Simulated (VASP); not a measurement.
Input:

```
BeS
1.0
    0.00000     2.43891     2.43891
    2.43891     0.00000     2.43891
    2.43891     2.43891     0.00000
Be S
1 1
Direct
  0.00000   0.00000   0.00000
  0.25000   0.25000   0.25000
```

The numbers are results of PBE GGA, VASP's PBE PAW potentials (set 64) (plane waves; VASP), not measurements. Numerical set-up: 520 eV cut-off, Gaussian smearing of 0.050 eV, potentials Be S.

**Question.** Give the energies of bands 2 to 7 at the high-symmetry points, in eV from the valence-band maximum.

**Answer.** 
```csv
band,Γ,X,U,L,W
2,0.00,-4.93,-4.48,-5.68,-4.19
3,0.00,-2.58,-4.00,-1.01,-3.78
4,0.00,-2.58,-2.14,-1.01,-3.27
5,5.68,3.15,4.38,5.42,6.46
6,5.68,4.93,7.49,6.57,8.11
7,5.68,12.64,10.48,6.57,8.38
```

The gap is indirect, 3.15 eV, from the valence maximum at Γ to the conduction minimum at X.

The compound is BeS in the zinc blende structure. It was relaxed first.
